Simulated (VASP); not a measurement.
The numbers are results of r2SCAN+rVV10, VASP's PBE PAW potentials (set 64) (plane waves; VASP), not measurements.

A VASP calculation is set up with these files.

**KPOINTS**
```
Automatic mesh
0
G
 15 15 8
0 0 0
```

INCAR:
```
SYSTEM = Hf
PREC = Accurate; ENCUT = 520; LREAL = .FALSE.
LASPH = .TRUE.
EDIFF = 1E-7; NELM = 100; ALGO = Normal
LMAXMIX = 6; LMIXTAU = .TRUE.
ISMEAR = -5
METAGGA = R2SCAN; LUSE_VDW = .TRUE.; BPARAM = 11.95
CPARAM = 0.0093
ISIF = 2
LWAVE = .FALSE.; LCHARG = .FALSE.; LORBIT = 11
NEDOS = 601
```

POSCAR:
```
Hf
1
    1.5922133828    -2.7577944376    -0.0000000000
    1.5922133828     2.7577944376    -0.0000000000
   -0.0000000000    -0.0000000000     5.0309750596
Hf
2
Direct
  0.3333330000   0.6666670000   0.2500000000
  0.6666670000   0.3333330000   0.7500000000
```

### KPOINTS_OPT
```
k-points along high-symmetry lines
6
Line-mode
Reciprocal
  0.000000   0.000000   0.000000 ! GAMMA
  0.000000   0.500000   0.000000 ! M

  0.000000   0.500000   0.000000 ! M
 -0.333333   0.666667   0.000000 ! K

 -0.333333   0.666667   0.000000 ! K
  0.000000   0.000000   0.000000 ! GAMMA

  0.000000   0.000000   0.000000 ! GAMMA
  0.000000   0.000000   0.500000 ! A

  0.000000   0.000000   0.500000 ! A
  0.000000   0.500000   0.500000 ! L

  0.000000   0.500000   0.500000 ! L
 -0.333333   0.666667   0.500000 ! H

 -0.333333   0.666667   0.500000 ! H
  0.000000   0.000000   0.500000 ! A

  0.000000   0.500000   0.500000 ! L
  0.000000   0.500000   0.000000 ! M

 -0.333333   0.666667   0.500000 ! H
 -0.333333   0.666667   0.000000 ! K
```

POTCAR, in this order: Hf_pv (PBE.64 set). Program: vasp_std.

Unless said otherwise, spin-orbit coupling is left out, though it shifts the bands of the heavy elements here.

### Question
Predict the energy per atom (σ→0), band gap (over mesh and band path).

### Answer

The energy per atom (σ→0) comes out as -44.976 eV/atom and the band gap (over mesh and band path) is none (metal, semimetal or under 0.01 eV).

### OSZICAR
```
...
DAV:  21    -0.899518357918E+02    0.98994E-05   -0.24229E-06  4026   0.176E-02    0.319E-02
DAV:  22    -0.899518389193E+02   -0.31275E-05   -0.75593E-07  4110   0.876E-03    0.569E-03
DAV:  23    -0.899518297982E+02    0.91211E-05   -0.12747E-07  2594   0.506E-03    0.189E-03
DAV:  24    -0.899518331151E+02   -0.33168E-05   -0.80444E-08  2190   0.307E-03    0.859E-04
DAV:  25    -0.899518296363E+02    0.34788E-05   -0.20287E-08  2136   0.164E-03    0.159E-03
DAV:  26    -0.899518297311E+02   -0.94820E-07   -0.60931E-09  2118   0.936E-04
   1 F= -.89951830E+02 E0= -.89951830E+02  d E =0.000000E+00
       N       E                     dE             ncg
```

The compound is Hf in the hcp structure. It was relaxed first.
